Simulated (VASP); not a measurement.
Given:

```
CdTe
1.0
    0.00000     3.26475     3.26475
    3.26475     0.00000     3.26475
    3.26475     3.26475     0.00000
Cd Te
1 1
Direct
  0.00000   0.00000   0.00000
  0.25000   0.25000   0.25000
```

Method: optB88-vdW, VASP's PBE PAW potentials (set 64) (plane waves; VASP). Settings: 520 eV cut-off, 7×7×7 Γ-centred mesh, Gaussian smearing of 0.050 eV, potentials Cd Te.

Unless said otherwise, spin-orbit coupling is left out, though it shifts the bands of the heavy elements here.

Q: What does the run give for the energy per atom (σ→0), pressure, band gap (on the k-mesh) with the smallest direct gap where there is one?

A: 
* **band gap (on the k-mesh)**: 0.56 eV
* **smallest direct gap (on the k-mesh)**: 0.56 eV
* **energy per atom (σ→0)**: 0.244 eV/atom
* **pressure**: 1.22 GPa

Only differences to runs with the same potentials and settings are physical.

The compound is CdTe in the zinc blende structure. This cell is one point of a volume scan, at 0.97 of the reference volume.
